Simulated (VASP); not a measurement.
A 63-atom supercell of Si (diamond) holds B on the Si site with a neighbouring Si vacancy in charge state +1. It is relaxed twice, with the total moment held at 0 and at 2 μB. Calculation: PBE GGA, VASP's PBE PAW potentials (set 64) (plane waves; VASP). Run with PREC = Normal, LREAL = Auto, ISYM = 0, NELECT = 250.0, EDIFF = 1E-5, 400 eV cut-off, 1×1×1 Γ-centred mesh, Gaussian smearing of 0.050 eV, potentials Si B.

The cell is charged, with a uniform compensating background. The supercell is sampled at Γ alone, which is coarse: total energies, pressure and levels can be off, energies of defects by several tenths of an eV.

Q: Which spin state lies lower, and by how much?

A: The state with 0 μB lies lower, by 0.76 eV.

The cell is a supercell with a defect, built from Si (diamond).
